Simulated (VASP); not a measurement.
A run of VASP 6.6.1 is set up as follows.

The input INCAR:

```
SYSTEM = ZnS
ALGO = Normal
EDIFF = 1E-7
EDIFFG = -0.002
ENCUT = 350
GGA = CA
IBRION = 2
ISIF = 3
ISMEAR = 0
LASPH = .TRUE.
LCHARG = .FALSE.
LREAL = .FALSE.
LWAVE = .FALSE.
NELM = 100
NSW = 80
PREC = Accurate
SIGMA = 0.02
```

Contents of KPOINTS:

```
k-points
0
G
  6 6 6
  0 0 0
```

POSCAR

```
ZnS
1.0
    0.0000000000      2.7020000000      2.7020000000
    2.7020000000      0.0000000000      2.7020000000
    2.7020000000      2.7020000000      0.0000000000
Zn S
1 1
Direct
    0.2500000000      0.2500000000      0.2500000000
    0.0000000000      0.0000000000      0.0000000000
```

Potentials or basis: VASP PAW LDA potentials, release 64 (Zn, S).

Run with:

```console
$ cat potpaw_LDA.64/Zn/POTCAR potpaw_LDA.64/S/POTCAR > POTCAR
$ mpirun -np 1 vasp_std > vasp.out
```

Q: Estimate the relaxed volume.

A: 18.57 Å³/atom.

Q: What does it give for the relaxed cell?

A: a = 3.745 Å, b = 3.745 Å, c = 3.745 Å, α = 60.00°, β = 60.00°, γ = 60.00°.

Final structure:
```
Zn S
1.0
     0.00000    2.64824    2.64824
     2.64824    0.00000    2.64824
     2.64824    2.64824    0.00000
Zn S
1 1
Cartesian
  1.3241 1.3241 1.3241
  0.0000 0.0000 0.0000
```

LDA usually gives volumes a few per cent too small. Zero-point motion and thermal expansion aren't in these numbers.
